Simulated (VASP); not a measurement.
Here is the system:

```xyz
2
Lattice="0.0000 2.1664 2.1664 2.1664 0.0000 2.1664 2.1664 2.1664 0.0000" Properties=species:S:1:pos:R:3 pbc="T T T"
Nb     0.0000     0.0000     0.0000
N      2.1664     2.1664     2.1664
```

Method: PW91 GGA, VASP's PBE PAW potentials (set 64) (plane waves; VASP 6.6.1). Settings: 520 eV cut-off, 14×14×14 Γ-centred mesh, first-order Methfessel-Paxton smearing of 0.10 eV, potentials Nb_sv N.

Problem. The job: NbN (rock salt), 2 atoms, PW91, static run, 520 eV, 14×14×14 Γ-centred mesh. Roughly how much core time does it take on a busy server core?

Solution. About 40 core-seconds (one run on a shared machine, a rough figure). It had 104 irreducible k-points, 13 bands, up to 568 plane waves and 15 electronic steps.

The compound is NbN in the rock salt structure, the cubic δ form, which competes with hexagonal ones. This cell is one point of a volume scan, at 0.94 of the reference volume.
